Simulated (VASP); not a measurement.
All values below come from LDA (Ceperley-Alder, Perdew-Zunger), VASP's LDA PAW potentials (set 64) (plane waves; VASP).

VASP input:

File KPOINTS:
```
Automatic mesh
0
gamma
 5 5 5
```

POSCAR:
```
As
1
    3.6803640000    -1.8800000000     0.0000000000
    3.6803640000     1.8800000000     0.0000000000
    2.7200240000     0.0000000000     3.1114220000
As
2
Direct
  0.2144820000   0.2286300000   0.2326630000
  0.7855180000   0.7713700000   0.7673370000
```

### INCAR
```
SYSTEM = As
PREC = Accurate
ENCUT = 300
EDIFF = 1E-6
NELM = 100
ALGO = Normal
LREAL = .FALSE.
LASPH = .TRUE.
ISMEAR = 0
SIGMA = 0.2
LMAXMIX = 4
LWAVE = .FALSE.
LCHARG = .FALSE.
ISIF = 2
```

POTCAR, in this order: As (LDA.64 set). Program: vasp_std.

Output of the run:

**OUTCAR**
```
 ion  position               nearest neighbor table
   1  0.214  0.229  0.233-   2 2.46   2 2.48   2 2.56
   2  0.786  0.771  0.767-   1 2.46   1 2.48   1 2.56
  LATTYP: Found a trigonal (rhomboedric) cell.
 ALAT       =     4.1327326520
 COS(alpha) =     0.5861231962
 Subroutine PRICEL returns:
 Original cell was already a primitive cell.
 Subroutine GETGRP returns: Found  2 space group operations
The static configuration has the point symmetry S_2 .
The dynamic configuration has the point symmetry S_2 .
 Subroutine INISYM returns: Found  2 space group operations
 Subroutine IBZKPT returns following result:
 Found     63 irreducible k-points:

 Following reciprocal coordinates:
            Coordinates               Weight
  0.000000  0.000000  0.000000      1.000000
  0.200000 -0.000000 -0.000000      2.000000
 -0.000000  0.200000 -0.000000      2.000000
  0.000000  0.000000  0.200000      2.000000
  0.400000 -0.000000 -0.000000      2.000000
 -0.000000  0.400000 -0.000000      2.000000
  0.000000  0.000000  0.400000      2.000000
  0.200000  0.200000 -0.000000      2.000000
 -0.200000  0.000000 -0.200000      2.000000
 -0.000000  0.200000  0.200000      2.000000
  0.400000  0.200000 -0.000000      2.000000
 -0.400000  0.000000 -0.200000      2.000000
 -0.000000  0.400000  0.200000      2.000000
 -0.200000 -0.400000  0.000000      2.000000
  0.200000 -0.000000  0.400000      2.000000
  0.000000 -0.200000 -0.400000      2.000000
 -0.400000  0.200000 -0.000000      2.000000
  0.400000 -0.000000 -0.200000      2.000000
  0.000000 -0.400000  0.200000      2.000000
 -0.200000  0.400000  0.000000      2.000000
  0.200000 -0.000000 -0.400000      2.000000
  0.000000 -0.200000  0.400000      2.000000
 -0.200000  0.200000  0.000000      2.000000
...
```

File OSZICAR:
```
       N       E                     dE             d eps       ncg     rms          rms(c)
DAV:   1     0.189859712120E+02    0.18986E+02   -0.32129E+03  1142   0.595E+02
DAV:   2    -0.997239675404E+01   -0.28958E+02   -0.28041E+02  1704   0.103E+02
DAV:   3    -0.108470492894E+02   -0.87465E+00   -0.87245E+00  1375   0.209E+01
DAV:   4    -0.108509192043E+02   -0.38699E-02   -0.38690E-02  1395   0.149E+00
DAV:   5    -0.108509288195E+02   -0.96152E-05   -0.96150E-05  1289   0.694E-02    0.369E+00
DAV:   6    -0.108200649414E+02    0.30864E-01   -0.97979E-03  1219   0.629E-01    0.218E+00
DAV:   7    -0.108039999038E+02    0.16065E-01   -0.18982E-02  1202   0.900E-01    0.678E-02
DAV:   8    -0.108039747380E+02    0.25166E-04   -0.28776E-04  1176   0.129E-01    0.158E-02
DAV:   9    -0.108039775619E+02   -0.28240E-05   -0.10331E-05  1432   0.242E-02    0.873E-03
DAV:  10    -0.108039774405E+02    0.12143E-06   -0.14587E-06   646   0.745E-03
   1 F= -.10803977E+02 E0= -.10799005E+02  d E =-.994456E-02
```

File OUTCAR:
```
------------------------ aborting loop because EDIFF is reached ----------------------------------------
  FORCE on cell =-STRESS in cart. coord.  units (eV):
  Direction    XX          YY          ZZ          XY          YZ          ZX
  --------------------------------------------------------------------------------------
  Total       -0.2991598     -0.1697407     -0.0766117     -0.2948543     -0.2504570     -0.4876803
  in kB      -11.1320782     -6.3162463     -2.8508073    -10.9718662     -9.3197903    -18.1471423
  external PRESSURE =      -6.7663773 kB  Pullay stress =       0.0000000 kB
  volume of cell :       43.06
      direct lattice vectors                 reciprocal lattice vectors
     3.680364000 -1.880000000  0.000000000     0.135856127 -0.265957447 -0.118766251
     3.680364000  1.880000000  0.000000000     0.135856127  0.265957447 -0.118766251
     2.720024000  0.000000000  3.111422000     0.000000000  0.000000000  0.321396455
 POSITION                                       TOTAL-FORCE (eV/Angst)
 -----------------------------------------------------------------------------------
      2.26366      0.02660      0.72391         0.378037     -0.245643     -0.135935
      7.81709     -0.02660      2.38751        -0.378037      0.245643      0.135935
 -----------------------------------------------------------------------------------
    total drift:                                0.000000      0.000000      0.000000
  FREE ENERGIE OF THE ION-ELECTRON SYSTEM (eV)
  ---------------------------------------------------
  free  energy   TOTEN  =       -10.8039774405 eV

  energy  without entropy=      -10.7940328826  energy(sigma->0) =      -10.79900516
```
(Selected blocks of OUTCAR.)

### OUTCAR
```
 val. band max:        5.4697155936   @ k =   0.2000   0.4000   0.2000

 cond. band min:       5.5147317739   @ k =   0.2000   0.2000   0.4000


 Fermi energy:         5.4999019649

 k-point     1 :       0.0000    0.0000    0.0000
  band No.  band energies     occupation
      1      -9.6654      2.00000
      2      -0.4130      2.00000
      3       2.9622      2.00000
      4       3.1954      2.00000
      5       3.6020      2.00000
      6       6.9219      0.00000
      7       8.0141      0.00000
      8       8.5852      0.00000
      9      12.1699      0.00000

 k-point     2 :       0.2000   -0.0000   -0.0000
  band No.  band energies     occupation
      1      -9.1449      2.00000
      2      -1.9551      2.00000
      3       2.8548      2.00000
      4       2.8807      2.00000
      5       3.6602      2.00000
      6       6.8564      0.00000
      7       7.5697      0.00000
      8       8.0376      0.00000
      9      11.2701      0.00000

 k-point     3 :      -0.0000    0.2000   -0.0000
  band No.  band energies     occupation
      1      -9.1310      2.00000
      2      -2.0384      2.00000
      3       2.6720      2.00000
      4       3.0622      2.00000
      5       3.7509      2.00000
      6       6.9018      0.00000
      7       7.7607      0.00000
      8       7.9339      0.00000
      9      11.1074      0.00000

 k-point     4 :       0.0000    0.0000    0.2000
  band No.  band energies     occupation
      1      -9.1279      2.00000
      2      -2.0550      2.00000
      3       2.6209      2.00000
      4       3.1234      2.00000
      5       3.7540      2.00000
      6       6.9373      0.00000
      7       7.7999      0.00000
      8       7.8945      0.00000
      9      11.0695      0.00000

 k-point     5 :       0.4000   -0.0000   -0.0000
  band No.  band energies     occupation
      1      -7.7214      2.00000
      2      -4.6470      2.00000
      3       2.4730      2.00000
...
```

The structure is a typed As crystal. The cell was not relaxed at this level, atoms are displaced from their ideal sites. The k-mesh is coarse (spacing up to 0.40 per Å, 2π included), so the numbers may not be converged in it. The run is one of a series of settings (GGA removed, POTCAR As (LDA.64 set) against the base run), some of them coarse on purpose.
